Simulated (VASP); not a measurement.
OSZICAR of a VASP run on HfN (rock salt):

OSZICAR:
```
       N       E                     dE             d eps       ncg     rms          rms(c)
DAV:   1     0.348064281081E+02    0.34806E+02   -0.82786E+03  1848   0.128E+03
DAV:   2    -0.230773478342E+02   -0.57884E+02   -0.54421E+02  2407   0.248E+02
DAV:   3    -0.251364142335E+02   -0.20591E+01   -0.20455E+01  2397   0.407E+01
DAV:   4    -0.251535710354E+02   -0.17157E-01   -0.17013E-01  2183   0.371E+00
DAV:   5    -0.251538743634E+02   -0.30333E-03   -0.30223E-03  2362   0.359E-01    0.506E+01
DAV:   6    -0.226009629062E+02    0.25529E+01   -0.13397E+01  2165   0.260E+01    0.415E+01
DAV:   7    -0.225228934976E+02    0.78069E-01   -0.62861E-01  2106   0.718E+00    0.252E+01
DAV:   8    -0.225050589332E+02    0.17835E-01   -0.10274E-01  2154   0.310E+00    0.482E+00
DAV:   9    -0.224977642128E+02    0.72947E-02   -0.41553E-02  2178   0.146E+00    0.162E+00
DAV:  10    -0.224972951329E+02    0.46908E-03   -0.25602E-03  2203   0.450E-01    0.733E-02
DAV:  11    -0.224973043590E+02   -0.92261E-05   -0.88793E-05  2278   0.101E-01    0.512E-02
DAV:  12    -0.224973019469E+02    0.24121E-05   -0.10251E-05  2208   0.292E-02    0.182E-02
DAV:  13    -0.224973018149E+02    0.13193E-06   -0.57213E-07  1152   0.814E-03
   1 F= -.22497302E+02 E0= -.22497209E+02  d E =-.224973E+02
       N       E                     dE             d eps       ncg     rms          rms(c)
DAV:   1    -0.227117604610E+02   -0.21446E+00   -0.68697E+00  1854   0.273E+01    0.933E+00
DAV:   2    -0.225225565339E+02    0.18920E+00   -0.29480E-01  1956   0.530E+00    0.432E+00
DAV:   3    -0.224658992697E+02    0.56657E-01   -0.12127E-01  2043   0.351E+00    0.258E+00
DAV:   4    -0.224643287730E+02    0.15705E-02   -0.56882E-03  2299   0.781E-01    0.167E+00
DAV:   5    -0.224641465554E+02    0.18222E-03   -0.59917E-04  2181   0.207E-01    0.193E-01
DAV:   6    -0.224641398289E+02    0.67266E-05   -0.66737E-05  2274   0.806E-02    0.312E-02
DAV:   7    -0.224641386796E+02    0.11492E-05   -0.29370E-06  2074   0.183E-02    0.157E-02
DAV:   8    -0.224641386845E+02   -0.48440E-08   -0.31416E-07  1116   0.469E-03
   2 F= -.22464139E+02 E0= -.22463985E+02  d E =0.331631E-01
       N       E                     dE             d eps       ncg     rms          rms(c)
DAV:   1    -0.226155872737E+02   -0.15145E+00   -0.29770E+00  1848   0.179E+01    0.619E+00
DAV:   2    -0.225340385098E+02    0.81549E-01   -0.13732E-01  1917   0.357E+00    0.293E+00
DAV:   3    -0.225094485067E+02    0.24590E-01   -0.53686E-02  2031   0.227E+00    0.180E+00
DAV:   4    -0.225087564323E+02    0.69207E-03   -0.29742E-03  2297   0.554E-01    0.111E+00
DAV:   5    -0.225086645840E+02    0.91848E-04   -0.37551E-04  2159   0.166E-01    0.107E-01
DAV:   6    -0.225086613825E+02    0.32015E-05   -0.29760E-05  2252   0.567E-02    0.267E-02
DAV:   7    -0.225086607854E+02    0.59713E-06   -0.11731E-06  1355   0.116E-02
   3 F= -.22508661E+02 E0= -.22508547E+02  d E =-.113590E-01
```

Which electronic solver shows in the log?

It is blocked Davidson (ALGO = Normal, or the opening steps of other solvers). The INCAR had ALGO = Normal.

Can the final energy be trusted as converged?

The calculation finished and met its thresholds. It stopped with EDIFF = 1E-6, NELM = 100, NSW = 60 and EDIFFG = -0.01 after 3 ionic steps (AM05 GGA, plane waves, VASP's PBE PAW potentials (set 64)). Energy and stress use the plane-wave basis of the starting cell.

The compound is HfN in the rock salt structure. This run relaxes it. Symmetry was kept, so distortions that lower it aren't found. The electron count is odd and the run is not spin-polarised, which forces a metal.
